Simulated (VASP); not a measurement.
Consider the following.

```xyz
4
Lattice="3.9688 0.0000 0.0000 0.0000 3.9688 0.0000 0.0000 0.0000 5.4217" Properties=species:S:1:pos:R:3 pbc="T T T"
Sn     1.9844     0.0000     4.2472
Sn     0.0000     1.9844     1.1745
O      1.9844     1.9844     0.0000
O      0.0000     0.0000     0.0000
```

Method: vdW-DF2, VASP's PBE PAW potentials (set 64) (plane waves; VASP). Numerical set-up: 520 eV cut-off, Gaussian smearing of 0.050 eV, potentials Sn_d O.

Unless said otherwise, spin-orbit coupling is left out, though it shifts the bands of the heavy elements here.

Task: Give the energies of bands 13 to 23 at the high-symmetry points, in eV from the valence-band maximum.

Result: 
```csv
band,Γ,X,M,Z,R,A
13,-6.76,-6.50,-7.70,-7.60,-6.55,-7.65
14,-5.53,-6.50,-7.70,-4.80,-6.55,-7.65
15,-4.85,-3.82,-3.93,-4.80,-4.09,-4.13
16,-4.85,-3.82,-3.93,-3.72,-4.09,-4.13
17,-2.46,-3.64,-1.66,-2.49,-3.63,-1.93
18,-2.25,-3.64,-1.66,-2.26,-3.63,-1.93
19,-2.25,-1.73,-1.54,-2.26,-1.18,-1.66
20,0.00,-1.73,-1.54,-1.36,-1.18,-1.66
21,1.90,3.01,1.23,1.88,2.55,3.16
22,3.84,3.01,1.23,3.77,2.55,3.16
23,5.19,5.33,4.90,3.77,5.67,3.53
```

The gap is indirect, 1.23 eV, from the valence maximum at Γ-X at 0.11 to the conduction minimum at M.

Measured: gap 0.70 eV (computed value off by +0.53 eV), as given by David Waroquiers et al., Physical Review B (2013), arXiv:1302.6756.

The compound is SnO in the litharge structure. It was relaxed first, which changed the volume by +22 %.
